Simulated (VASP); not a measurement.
VASP ran on this input.

File KPOINTS:
```
Automatic mesh
0
Gamma
12 12 12
0 0 0
```

**INCAR**
```
NELM = 100
IBRION = 2   # conjugate gradients
LCHARG = .FALSE.
EDIFFG = -0.01
ISIF = 3   # ions, shape and volume
NSW = 60
LMAXMIX = 6   # l cut-off of mixed one-centre charges
LWAVE = .FALSE.
LREAL = .FALSE.
ALGO = Normal   # blocked Davidson
PREC = Accurate
LASPH = .TRUE.
GGA = PE
ISMEAR = 1   # Methfessel-Paxton
SIGMA = 0.1   # width (eV)
ENCUT = 520   # plane-wave cut-off (eV)
SYSTEM = PtC
EDIFF = 1E-6
```

File POSCAR:
```
PtC
1.0
  2.8076813500   0.0000000000   0.0000000000
  0.0000000000   2.8076813500   0.0000000000
  0.0000000000   0.0000000000   2.8076813500
Pt C
1 1
Cart
  0.0000000000   0.0000000000   0.0000000000
  1.4038406750   1.4038406750   1.4038406750
```

POTCAR, in this order: Pt C (PBE.64 set). Program: vasp_std.

Translate this PBE calculation to Quantum ESPRESSO's pw.x.

One equivalent input (not run):
```
&CONTROL
  calculation = 'vc-relax'
  pseudo_dir = './pseudo'
  outdir = './out'
  tprnfor = .true.
  tstress = .true.
  nstep = 60
  forc_conv_thr = 0.00039
/
&SYSTEM
  ibrav = 0
  nat = 2
  ntyp = 2
  ecutwfc = 84
  occupations = 'smearing'
  smearing = 'methfessel-paxton'
  degauss = 0.00735
  input_dft = 'pbe'
/
&ELECTRONS
  conv_thr = 7.3e-08
  electron_maxstep = 100
/
&IONS
/
&CELL
/
ATOMIC_SPECIES
  Pt 195.084 Pt.upf
  C 12.011 C.upf
CELL_PARAMETERS angstrom
     2.8076814   -0.0000000    0.0000000
     0.0000000    2.8076814   -0.0000000
     0.0000000   -0.0000000    2.8076814
ATOMIC_POSITIONS crystal
  Pt   0.0000000  0.0000000  0.0000000
  C    0.5000000  0.5000000  0.5000000
K_POINTS automatic
  12 12 12 0 0 0
```
Limits of the translation: the potentials are each code's own (VASP's PAW set, PseudoDojo norm-conserving files in pw.x), so ENCUT and ecutwfc are chosen apart and not converted; conv_thr bounds pw.x's estimated SCF error, while EDIFF bounds the energy change between steps; forc_conv_thr acts on force components and is met together with etot_conv_thr.

The structure was generated: PtC was put into the CsCl type type (Pm-3m), which need not be its known phase. It was relaxed first, which changed the volume by +6 %. The start is the result of an earlier pass.
